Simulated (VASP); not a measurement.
A VASP calculation is set up with these files.

### POSCAR
```
InSb
1
   -0.0000000000     3.2591811140     3.2591811140
    3.2591811140     0.0000000000     3.2591811140
    3.2591811140     3.2591811140     0.0000000000
In Sb
1 1
Direct
  0.0000000000   0.0000000000   0.0000000000
  0.2500000000   0.2500000000   0.2500000000
```

**INCAR**
```
# general
SYSTEM  = InSb
PREC    = Accurate
ENCUT   = 500
LREAL   = F
LASPH   = T

# electronic loop
EDIFF   = 1E-6
NELM    = 100
ALGO    = Normal
LMAXMIX = 4

# smearing
ISMEAR  = 1
SIGMA   = 0.1

# functional
GGA     = PS

# ions
IBRION  = 2
NSW     = 40
ISIF    = 3
EDIFFG  = -0.02

# output
LWAVE   = F
LCHARG  = F
```

**KPOINTS**
```
Automatic mesh
0
Gamma
10 10 10
0 0 0
```

POTCAR, in this order: In_d Sb (PBE.64 set). Program: vasp_std.

Task: Write an equivalent input for Ansatz.

Result: One equivalent input (not run):
Ansatz 0.2 input:
```yaml
crystal:
  lattice:
    - [0.0000000, 3.2591811, 3.2591811]
    - [3.2591811, 0.0000000, 3.2591811]
    - [3.2591811, 3.2591811, 0.0000000]
  atoms:
    - { symbol: In, position: [0.0000000, 0.0000000, 0.0000000] }
    - { symbol: Sb, position: [0.2500000, 0.2500000, 0.2500000] }
kpoints:
  mp_grid: { grid: [10, 10, 10] }
hamiltonian:
  xc: pbesol
  pseudopotentials: { kind: paw }
scf:
  occupations: { method: methfessel_paxton, width: 0.1 }
  max_iter: 100
relax:
  max_steps: 40
  f_tol: 0.02
  cell: {}
output: { forces: true, stress: true, eigenvalues: true }
```
What does not carry over: each code has its own PAW files, so the cut-off isn't converted (ENCUT is set for VASP's; basis.ecutwfc is left out, and Ansatz then takes the one that its files recommend); Ansatz stops its SCF on the density residual and VASP on the energy change (EDIFF).

The structure was generated: InSb was put into the zinc blende type (F-43m), which need not be its known phase. It was relaxed first.
